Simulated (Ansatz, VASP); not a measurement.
**Two plane-wave programs on TaRh3**

```
Ta Rh
1.0
     3.82128    0.00000    0.00000
     0.00000    3.82128    0.00000
     0.00000    0.00000    3.82128
Ta Rh
1 3
Cartesian
  0.0000 0.0000 0.0000
  0.0000 1.9106 1.9106
  1.9106 0.0000 1.9106
  1.9106 1.9106 0.0000
```

Alike in both runs: functional LDA; k mesh 12 × 12 × 12; occupations fermi-dirac, width 0.15 eV; no spin polarisation.

Ansatz relaxed the structure, and its values are those at the end. VASP's run is a single point on that final structure, the one shown.

```csv
,VASP,Ansatz
version,VASP 6.6.1,Ansatz 0.2.0
potentials or method,"VASP PAW LDA potentials, release 64 (Ta_pv, Rh_pv)","scalar-relativistic, plane waves, PAW"
plane-wave cutoff (eV),520,420
valence electrons in the cell,56,64
```

|  | VASP | Ansatz | Ansatz less VASP |
| --- | --- | --- | --- |
| gap on the k mesh at the Fermi level (eV) | none | none | - |
| pressure (GPa) | 1.1 | 0.0 | -1.15 |

A gap of «none» marks a metal or a gap that the smearing closes. The two sets of potentials don't hold the same shells in valence.

Spin-orbit coupling is left out, which matters for the levels of Ta.
